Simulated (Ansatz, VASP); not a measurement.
# Cross-check of Os (Osmium) between VASP and Ansatz

Aim: how closely do two programs agree when they are given the same cell, functional and k mesh? The cell is taken from a series of runs on this material, whose earlier steps may have relaxed, scaled, displaced or heated it; both programs get it as it stands.

Main program and level: Ansatz 0.2.0; plane waves, with VASP 6.6.1 beside it; zone-centre phonons at PBEsol.

## (1) The structure

It takes space group P6_3/mmc (No. 194, hexagonal). The conventional cell has a = 2.735 Å, b = 2.735 Å, c = 4.268 Å, α = 90.00°, β = 90.00°, γ = 120.00°. Nearest to Os lie 12 Os at 2.65 to 2.73 Å.

Coordinates:

```
Os
1.0
     2.73464    0.00000    0.00000
    -1.36732    2.36826    0.00000
     0.00000    0.00000    4.26806
Os
2
Direct
  0.33333 0.66667 0.25000
  0.66667 0.33333 0.75000
```

## (2) VASP: zone-centre phonons, PBEsol

Second derivatives magnify differences that forces hide, and they need a tight electronic threshold.

Lines of VASP's logs that name or quote its potential files are left out, and so is its time.

INCAR

```
SYSTEM = Os
PREC = Accurate
ENCUT = 600
EDIFF = 1E-08
NELM = 120
ISMEAR = 1
SIGMA = 0.2
LREAL = .FALSE.
ALGO = Normal
GGA = PS
NBANDS = 14
LASPH = .TRUE.
LORBIT = 11
LWAVE = .FALSE.
LCHARG = .FALSE.
ISIF = 2
IBRION = 8
GGA_COMPAT = .FALSE.
KPAR = 2
```

POSCAR

```
Os
1.0
    2.7346364058      0.0000000000      0.0000000000
   -1.3673182029      2.3682645975      0.0000000000
    0.0000000000      0.0000000000      4.2680555490
Os
2
Direct
    0.3333333334      0.6666666666      0.2500000000
    0.6666666666      0.3333333334      0.7500000000
```

KPOINTS

```
Automatic mesh
0
Gamma
18 18 12
0 0 0
```

Potentials, in the order of the species: Os (PBE family, release 64).

Run with:

```bash
$ mpirun -np 2 vasp_std
```

Numbers of over 12 decimals in the logs are rounded to 6 here.

What it wrote:

```text
[banner, memory and clock lines left out]
running    2 mpi-ranks, on    1 nodes
 distrk:  each k-point on    1 cores,    2 groups
 distr:  one band on    1 cores,    1 groups

 POSCAR found type information on POSCAR Os
 POSCAR found :  1 types and       2 ions
|                                                                             |
|               ----> ADVICE to this user running VASP <----                  |
|                                                                             |
|     You enforced a specific xc type in the INCAR file but a different       |
|     [... a line on the potential file left out ...]
|     I HOPE YOU KNOW WHAT YOU ARE DOING!                                     |
|                                                                             |

 LDA part: xc-table for (Slater+PW92), standard interpolation
 POSCAR, INCAR and KPOINTS ok, starting setup
 FFT: planning ... GRIDC
 FFT: planning ... GRID_SOFT
 FFT: planning ... GRID
 WAVECAR not read
 entering main loop
       N       E                     dE             d eps       ncg     rms          rms(c)
DAV:   1     0.116040330454E+03    0.11604E+03   -0.81912E+03  7252   0.124E+03
DAV:   2    -0.195663148901E+02   -0.13561E+03   -0.11952E+03  7396   0.368E+02
DAV:   3    -0.259357772386E+02   -0.63695E+01   -0.60140E+01  9490   0.691E+01
DAV:   4    -0.260103790763E+02   -0.74602E-01   -0.74197E-01  7936   0.786E+00
DAV:   5    -0.260108018462E+02   -0.42277E-03   -0.42272E-03  9414   0.531E-01    0.248E+01
DAV:   6    -0.248342243517E+02    0.11766E+01   -0.10750E+00  8992   0.911E+00    0.112E+01
DAV:   7    -0.244883605410E+02    0.34586E+00   -0.72787E-01  9158   0.739E+00    0.553E-01
DAV:   8    -0.244820313911E+02    0.63291E-02   -0.69945E-03  7408   0.666E-01    0.360E-01
DAV:   9    -0.244789942373E+02    0.30372E-02   -0.18078E-03  8590   0.468E-01    0.544E-02
DAV:  10    -0.244790137943E+02   -0.19557E-04   -0.70323E-05  9174   0.784E-02    0.104E-02
DAV:  11    -0.244789928547E+02    0.20940E-04   -0.47826E-06  8116   0.236E-02    0.144E-03
DAV:  12    -0.244789921297E+02    0.72503E-06   -0.13864E-07  9058   0.393E-03    0.824E-04
DAV:  13    -0.244789920143E+02    0.11537E-06   -0.30239E-09  5576   0.524E-04    0.315E-04
DAV:  14    -0.244789919810E+02    0.33268E-07   -0.36087E-10  4304   0.174E-04    0.145E-04
DAV:  15    -0.244789919603E+02    0.20724E-07   -0.13248E-10  4022   0.133E-04    0.107E-04
DAV:  16    -0.244789919520E+02    0.83204E-08   -0.20077E-11  3938   0.484E-05
   1 F= -.24478992E+02 E0= -.24478948E+02  d E =-.132226E-03
 Linear response reoptimize wavefunctions to high precision
DAV:   1    -0.244789919524E+02   -0.46134E-09   -0.37979E-12  4070   0.232E-05
DAV:   2    -0.244789919524E+02   -0.13642E-11   -0.41900E-13  3890   0.917E-06
 Linear response DOF=           2
 Linear response progress:
  Degree of freedom:   1/  2
       N       E                     dE             d eps       ncg     rms          rms(c)
RMM:   1    -0.192994085565E+00   -0.19299E+00   -0.11223E-01 53965   0.254E+00
RMM:   2    -0.189252633857E+00    0.37415E-02   -0.16846E-03 42007   0.553E-01    0.149E-01
RMM:   3    -0.188038091965E+00    0.12145E-02   -0.52388E-04 50021   0.162E-01    0.852E-02
RMM:   4    -0.187297816734E+00    0.74028E-03   -0.79575E-04 50531   0.189E-01    0.109E-02
RMM:   5    -0.187356673692E+00   -0.58857E-04   -0.19759E-05 51594   0.316E-02    0.529E-03
RMM:   6    -0.187331052880E+00    0.25621E-04   -0.23184E-06 51808   0.101E-02    0.139E-03
RMM:   7    -0.187328096765E+00    0.29561E-05   -0.32239E-08 53126   0.166E-03    0.915E-04
RMM:   8    -0.187324668470E+00    0.34283E-05   -0.72144E-08 51462   0.148E-03    0.100E-04
RMM:   9    -0.187324095690E+00    0.57278E-06    0.78205E-10 53623   0.231E-04    0.269E-05
RMM:  10    -0.187323951611E+00    0.14408E-06    0.17142E-08 52594   0.271E-05    0.565E-06
RMM:  11    -0.187323912727E+00    0.38884E-07    0.30164E-09 53963   0.831E-06    0.173E-06
RMM:  12    -0.187323926053E+00   -0.13327E-07   -0.67905E-10 46502   0.473E-06    0.336E-07
RMM:  13    -0.187323927941E+00   -0.18872E-08    0.22622E-10 22401   0.247E-06    0.141E-07
 first order change of Fermi-energy  -0.12785E-04
 force on displaced ion       1 direction 1 : -10.233   0.001   0.000
 Linear response progress:
  Degree of freedom:   2/  2
       N       E                     dE             d eps       ncg     rms          rms(c)
RMM:   1    -0.245833345927E+00   -0.24583E+00   -0.14011E-01 19127   0.269E+00
RMM:   2    -0.237264842847E+00    0.85685E-02   -0.50140E-03 14150   0.768E-01    0.180E-01
RMM:   3    -0.236735086128E+00    0.52976E-03   -0.77724E-04 17675   0.169E-01    0.102E-01
RMM:   4    -0.236778625365E+00   -0.43539E-04   -0.36184E-04 17701   0.146E-01    0.120E-02
RMM:   5    -0.236838540387E+00   -0.59915E-04    0.35526E-05 18282   0.185E-02    0.493E-03
RMM:   6    -0.236855084832E+00   -0.16544E-04    0.20284E-06 16646   0.514E-03    0.239E-03
RMM:   7    -0.236856601011E+00   -0.15162E-05    0.63590E-06 18243   0.251E-03    0.439E-04
RMM:   8    -0.236854008138E+00    0.25929E-05   -0.23880E-07 18216   0.867E-04    0.152E-04
RMM:   9    -0.236852299681E+00    0.17085E-05    0.19548E-09 18255   0.320E-04    0.603E-05
RMM:  10    -0.236852262892E+00    0.36788E-07    0.19156E-07 17447   0.179E-04    0.358E-06
RMM:  11    -0.236852288526E+00   -0.25633E-07   -0.82727E-09 18638   0.364E-05    0.199E-06
RMM:  12    -0.236852290835E+00   -0.23094E-08   -0.10217E-08 17449   0.978E-06    0.556E-07
 first order change of Fermi-energy   0.11287E-03
 force on displaced ion       1 direction 3 :  -0.000   0.000 -19.605
 Linear response finished
```

From OUTCAR (step 2):

```text
ion  position               nearest neighbor table
   1  0.333  0.667  0.250-   2 2.65   2 2.65   2 2.65   2 2.65   2 2.65   2 2.65
   2  0.667  0.333  0.750-   1 2.65   1 2.65   1 2.65   1 2.65   1 2.65   1 2.65

  LATTYP: Found a hexagonal cell.
 ALAT       =     2.7346364058
 C/A-ratio  =     1.5607396800

 Subroutine GETGRP returns: Found 24 space group operations
 (whereof 12 operations were pure point group operations)

The static configuration has the point symmetry D_3d.
 The point group associated with its full space group is D_6h.

 Found    259 irreducible k-points:

   k-points           NKPTS =    259   k-points in BZ     NKDIM =    259   number of bands    NBANDS=     14

   dimension x,y,z NGX =    24 NGY =   24 NGZ =   36
   dimension x,y,z NGXF=    48 NGYF=   48 NGZF=   72

   ENCUT  =  600.0 eV  44.10 Ry    6.64 a.u.   5.46  5.46  8.52*2*pi/ulx,y,z

   NELECT =      16.0000    total number of electrons

 k-points in reciprocal lattice and weights: Automatic mesh
   0.00000000  0.00000000  0.00000000       0.000
   0.05555556 -0.00000000  0.00000000       0.002
   0.11111111 -0.00000000  0.00000000       0.002
   0.16666667 -0.00000000  0.00000000       0.002
   0.22222222 -0.00000000  0.00000000       0.002
   0.27777778 -0.00000000  0.00000000       0.002
   0.33333333 -0.00000000  0.00000000       0.002
   0.38888889 -0.00000000  0.00000000       0.002
   0.44444444 -0.00000000  0.00000000       0.002
[...]
0.33333333  0.27777778  0.50000000       0.003
   0.33333333  0.33333333  0.50000000       0.001

 average (electrostatic) potential at core
       1 -42.9183       2 -42.9183

  Total        0.1177255      0.1177255      1.4272285      0.0000000      0.0000000      0.0000000
  in kB        6.8237183      6.8237183     82.7264167      0.0000000      0.0000000      0.0000000
  external PRESSURE =      32.1246178 kB  Pullay stress =       0.0000000 kB

  energy-cutoff  :      600.00
  volume of cell :       27.64
      direct lattice vectors                 reciprocal lattice vectors
     2.734636406  0.000000000  0.000000000     0.365679327  0.211125058  0.000000000
    -1.367318203  2.368264598  0.000000000     0.000000000  0.422250116  0.000000000
     0.000000000  0.000000000  4.268055549     0.000000000  0.000000000  0.234298731

 POSITION                                       TOTAL-FORCE (eV/Angst)
 -----------------------------------------------------------------------------------
      0.00000      1.57884      1.06701         0.000000      0.000000      0.000000
      1.36732      0.78942      3.20104        -0.000000      0.000000      0.000000
 -----------------------------------------------------------------------------------
    total drift:                               -0.000000      0.000000     -0.000000

 Eigenvectors and eigenvalues of the dynamical matrix
 ----------------------------------------------------

   1 f  =    7.098054 THz    44.598389 2PiTHz  236.765600 cm-1    29.355180 meV
             X         Y         Z           dx          dy          dz
      0.000000  1.578843  1.067014     0.000000    0.000000   -0.707107
      1.367318  0.789422  3.201042    -0.000000    0.000000    0.707107

   2 f  =    5.128131 THz    32.220995 2PiTHz  171.056025 cm-1    21.208235 meV
             X         Y         Z           dx          dy          dz
      0.000000  1.578843  1.067014     0.707107    0.000004    0.000000
      1.367318  0.789422  3.201042    -0.707107   -0.000004    0.000000

   3 f  =    5.128131 THz    32.220995 2PiTHz  171.056025 cm-1    21.208235 meV
             X         Y         Z           dx          dy          dz
      0.000000  1.578843  1.067014     0.000004   -0.707107    0.000000
      1.367318  0.789422  3.201042    -0.000004    0.707107    0.000000

   4 f  =    0.000000 THz     0.000000 2PiTHz    0.000000 cm-1     0.000000 meV
             X         Y         Z           dx          dy          dz
      0.000000  1.578843  1.067014    -0.000000    0.000000    0.707107
      1.367318  0.789422  3.201042     0.000000    0.000000    0.707107

   5 f/i=    0.000000 THz     0.000000 2PiTHz    0.000000 cm-1     0.000000 meV
             X         Y         Z           dx          dy          dz
      0.000000  1.578843  1.067014    -0.698652    0.109017   -0.000000
      1.367318  0.789422  3.201042    -0.698652    0.109017    0.000000

   6 f/i=    0.000000 THz     0.000000 2PiTHz    0.000001 cm-1     0.000000 meV
             X         Y         Z           dx          dy          dz
      0.000000  1.578843  1.067014     0.109017    0.698652    0.000000
      1.367318  0.789422  3.201042     0.109017    0.698652    0.000000

 ELASTIC MODULI CONTR FROM IONIC RELAXATION (kBar)
 Direction    XX          YY          ZZ          XY          YZ          ZX
 --------------------------------------------------------------------------------
 XX         -39.4126     39.4126     -0.0000      0.0000      0.0000      0.0000
 YY          39.4126    -39.4126      0.0000     -0.0000      0.0000      0.0000
 ZZ          -0.0000      0.0000     -0.0000      0.0000      0.0000      0.0000
 XY           0.0000     -0.0000      0.0000    -39.4126      0.0000      0.0000
 YZ           0.0000      0.0000      0.0000      0.0000      0.0000      0.0000
 ZX           0.0000      0.0000      0.0000      0.0000      0.0000      0.0000
 --------------------------------------------------------------------------------
```

## (3) Ansatz: zone-centre phonons, PBEsol

Ansatz runs on its PAW soft_1 files.

The same cell, functional, mesh and smearing now go to Ansatz, which takes its cutoff from its data sets.

input.yaml

```yaml
crystal:
  lattice:
    - [2.7346364058, 0.0, 0.0]
    - [-1.3673182029, 2.3682645975, 0.0]
    - [0.0, 0.0, 4.268055549]
  atoms:
    - { symbol: Os, position: [0.3333333334, 0.6666666666, 0.25] }
    - { symbol: Os, position: [0.6666666666, 0.3333333334, 0.75] }
kpoints:
  mp_grid: { grid: [18, 18, 12] }
hamiltonian:
  xc: pbesol
  pseudopotentials: { kind: paw, azcp: { folder: soft_1 }, xc_functional: pbe }
scf:
  occupations: { method: methfessel_paxton, width: 0.2 }
output:
  eigenvalues: true
phonons:
  method: dfpt
```

Run with:

```bash
$ ansatz run input.yaml --threads 4 --pin off --max-ram 10240MiB --backend cpu --events-out ev --progress --plain --runs-dir out
```

What it wrote:

```text
zone centre: on kpoints.mp_grid the ground state, and the responses unless they are solved on pairs of k-points, stand on 637 of the mesh's 3888 k-points, reduced under 4 symmetry operations, with k and −k counted as one. Each operation leaves every solved displacement unchanged or reverses it
Engine: ansatz 0.2.0, aarch64-unknown-linux-gnu
Pseudopotentials: kind: paw
Pseudopotential: Os, paw, valence charge 16, recommended cutoff 420 eV (normal), soft_1/Os.paw.azcp
Functional definition: PBEsol
  exchange = pbesol_x
  correlation = pbesol_c
Crystal: 2 atoms, lattice volume = 27.641 Å³
Basis set: ecut = 420 eV, 537 PW (Γ), exchange–correlation on 40×40×60 points (8 copies of the dense FFT grid, shifted against one another)
Bands: 20, of which v1, the nominal top of the filled ones, is band 16 counted from 1 (15 counted from 0)
Symmetry: 24 space group operations
k-points: 637 of 3888 (irreducible under 4 space group operations, time reversal used)
Non-local potential: Os, projectors of the file, l = 0: 3, l = 1: 2, l = 2: 2, l = 3: 1
PAW form: soft (Blöchl's): semilocal exchange-correlation on the pseudo side does not see the compensation charge
PAW frozen core: Os, regenerated for the run's functional, and the local potential with it (the file was generated under x = pbe(κ = 0.804, μ = 0.219515), c = pbe(β = 0.066725))
PAW one-centre angular grid: Os, 590 points (default); XC on 64 Gauss nodes
Initial density: superposition of atomic densities (chi_scale 0.1, normalization cell)
Initial wavefunctions: pseudopotential atomic-orbital guess
Functional: x = pbesol(κ = 0.804, μ = 0.123457), c = pbesol(β = 0.046)
SCF iter   1: F=—  HF=-22505.006827 eV  |F-HF|=—  |Δ(HF+E_count)|=         —  Δρ=6.37e-2  dr2=9.44e-1  ethr=3.10e-3  ⟨swp⟩=5.0  Hψ=115826  notcnv=0  defer=51
automatic band count: the SCF goes on with 24 bands, as 20 were too few: they end inside the smearing window of the response
preconditioner: auto → none  [metal: Δε(μ)=0.006 eV  Ē_g=12.240 eV  σ=0.200 eV  W_gap=0.02  n_scr=8 (ndim 8)  ℏωp=28.3 eV  f_vac=0.000  D(μ)=1.27/eV (n_scr^D=8)  sad-step TF]
SCF iter   2: F=—  HF=-22504.763799 eV  |F-HF|=—  |Δ(HF+E_count)|=   2.43e-1  S|Δr|=    0.00e0  Δρ=3.76e-2  dr2=3.21e-1  ethr=2.95e-3  ⟨swp⟩=2.0  Hψ=23054  notcnv=0  defer=721
SCF iter   3: F=—  HF=-22504.650142 eV  |F-HF|=—  |Δ(HF+E_count)|=   1.14e-1  S|Δr|=    0.00e0  Δρ=1.66e-3  dr2=3.18e-4  ethr=1.00e-3  ⟨swp⟩=2.0  Hψ=21681  notcnv=0  defer=721
SCF iter   4: F=—  HF=-22504.649885 eV  |F-HF|=—  |Δ(HF+E_count)|=   2.57e-4  S|Δr|=    0.00e0  Δρ=1.98e-4  dr2=4.82e-6  ethr=9.93e-7  ⟨swp⟩=2.2  Hψ=23882  notcnv=0  defer=916
SCF iter   5: F=—  HF=-22504.649885 eV  |F-HF|=—  |Δ(HF+E_count)|=   5.05e-7  S|Δr|=    0.00e0  Δρ=4.64e-5  dr2=3.87e-7  ethr=1.51e-8  ⟨swp⟩=2.3  Hψ=23926  notcnv=0  defer=916
SCF iter   6: F=—  HF=-22504.649891 eV  |F-HF|=—  |Δ(HF+E_count)|=   5.24e-6  S|Δr|=    0.00e0  Δρ=1.69e-5  dr2=6.19e-8  ethr=1.21e-9  ⟨swp⟩=2.1  Hψ=22141  notcnv=0  defer=1023
SCF iter   7: F=—  HF=-22504.649891 eV  |F-HF|=—  |Δ(HF+E_count)|=   2.27e-8  S|Δr|=    0.00e0  Δρ=4.47e-6  dr2=4.24e-9  ethr=1.94e-10  ⟨swp⟩=2.4  Hψ=20346  notcnv=0  defer=1023
SCF iter   8: F=—  HF=-22504.649891 eV  |F-HF|=—  |Δ(HF+E_count)|=   1.72e-9  S|Δr|=    0.00e0  Δρ=4.55e-7  dr2=4.05e-11  ethr=1.33e-11  ⟨swp⟩=2.4  Hψ=21812  notcnv=0  defer=1023
SCF iter   9: F=-22504.649891 eV  HF=-22504.649891 eV  |F-HF|=3.64e-12  |Δ(HF+E_count)|=  1.09e-11  S|Δr|=    0.00e0  Δρ=3.03e-8  dr2=1.32e-13  ethr=1.00e-12  ⟨swp⟩=9.9  Hψ=69882  notcnv=0
SCF 1 converged in 9 iterations: F = -22504.649891 eV  dr2 = 1.32e-13
  greatest PAW one-centre occupation: 1.000 electrons in one spin orbital (limit 2), on the Os atom at site 1 (counted from 0), in its partial waves of l = 0
DFPT response loops at Γ: preconditioner auto → Kerker (q_TF=auto, 2.796 Å⁻¹) (partly filled bands, converged f_vac=0.000); β = 1.00, the filter's whole step (`scf.mixing.beta` (0.50) is not read by the response loops under this deck's `scf.mixing.preconditioner`; to damp them name `kerker` or `kerker_dos`, under which they read `scf.mixing.beta`, and type it under 1.00, their step now; both keys bind the ground state too); Broyden in place of MSR1
SCF converged after 9 iterations
Stability not checked: this state was not tested for a lower state beside it, because cold or Methfessel-Paxton smearing, or corrected tetrahedra, fill the levels in a way that the test cannot read (fill_not_monotonic; see scf.lower_state_search)
Free energy (F): -22504.649891 eV
Harris-Foulkes:  -22504.649891 eV  (|F-HF|=3.64e-12)
Internal energy: -22504.649718 eV  (E = F + TS)
E sigma→0 (E₀):  -22504.649847 eV
Entropy (-TS):   -0.000173 eV (-0.086 meV/atom)
Fermi energy:    26.216580 eV
--- Per-component energies (eV) ---
  E_band       = -124.849859
  E_kinetic    = 985.803820
  E_local      = -1804.837521  (includes V_loc(G=0)·N_el)
  E_nonlocal   = 398.286813
  E_hartree    = 646.568007
  E_xc         = -466.048708
  E_vxc        = -493.098647  (∫ρ·V_xc dr)
  E_paw        = -17829.747131  (= ΣΔE_a)
  E_vpaw       = -504.141206  (= ΣTr[D̂ρ^β])
  E_aug_tail   = 0.000882  (compensation charges beyond the density's cutoff)
  E_ewald      = -4435.171874
  E_core_change = 0.495995  (= ΣΔE_core)
  E_smearing   = -0.000173  (= −TS)
  E_closure    = 0.000000  (closes the sum)
  Σ components = -22504.649891   (vs F -22504.649891, Δ=0.00e0)
--- Band table (eV; the first three rows and the last of 637) ---
  k-point 0: bands = [... 12 lower, 23.4952, 23.9687, 23.9687, 24.5069, 24.5069, 26.3592, 27.9373, 27.9373, ... 4 higher]
  k-point 1: bands = [... 12 lower, 23.4394, 23.9038, 23.9038, 24.6592, 24.6592, 26.0541, 27.9569, 27.9569, ... 4 higher]
  k-point 2: bands = [... 12 lower, 23.2828, 23.7294, 23.7294, 25.0398, 25.0398, 25.2943, 27.9884, 27.9884, ... 4 higher]
  k-point 636: bands = [... 12 lower, 22.7197, 22.7197, 24.5346, 24.5346, 28.5291, 28.5291, 31.1034, 31.1034, ... 4 higher]
--- Phonons (Γ-DFPT): 2 representative perturbations + reference, on 637 of 3888 k-points (Σ response iterations 4) ---
  k mesh reduced under 4 symmetry operations, with k and −k counted as one. Each operation leaves every solved displacement unchanged or reverses it
  ASR residual: 1.585e-5 → 0.000e0 eV/Å²; symmetrization residual: 5.773e-13 eV/Å²
  ASR residual per site (eV/Å²): 1.59e-5 1.59e-5
  Γ frequencies (cm⁻¹): 0.00 0.00 0.00 171.33 171.33 236.96
  non-analytic LO–TO correction: not included (Born effective charges unavailable; polar crystals: no LO–TO splitting at Γ)
```

The column dr2 measures how far the density is from self-consistency, as an energy; F and HF (Harris–Foulkes) agree once it is small.

## (4) Comparison

Known differences besides the potentials themselves: the data sets hold 32 valence electrons in Ansatz (on its PAW soft_1 files) and 16 in VASP; the cutoff is 420 eV in Ansatz and 600 eV in VASP; Ansatz makes its cores anew for this functional, VASP keeps those of its PBE data sets. Total energies have different zeros and are not compared.

The two programs side by side:

```tsv
quantity	Ansatz	VASP	difference
optical mode 1 to 2 (cm⁻¹)	171.3	171.1	+0.16 %
optical mode 3 (cm⁻¹)	237.0	236.8	+0.08 %
```

Modes are paired by rising frequency, not by their patterns, so a pair may set unlike modes beside each other; they are those without the splitting of longitudinal modes.

## (5) Results

- r.m.s. difference of the optical zone-centre modes, each program's sorted by frequency (zone-centre phonons, PBEsol): 0.25 cm⁻¹

What this shows: The r.m.s. difference of the optical zone-centre modes, each program's sorted by frequency is 0.25 cm⁻¹ (zone-centre phonons, PBEsol). The data sets hold unlike numbers of valence electrons (32 in Ansatz and 16 in VASP), so part of the differences comes from the potentials. Such differences can come from data sets, numerical settings and the points named under the comparisons, not from the functional's error against experiment.

[Lines on the potential files, build, host, timing and source positions are cut from VASP's logs without a mark.]

[Logs are printed without paths, hosts, clocks, repeated set-up lines and the standing remarks that a program may print on its own settings, such as how far it seeks lower states.]

[Hosts, paths, dates, database ids (printed as entryN), source tags and the programs' standing remarks are cut or masked in the printed files.]
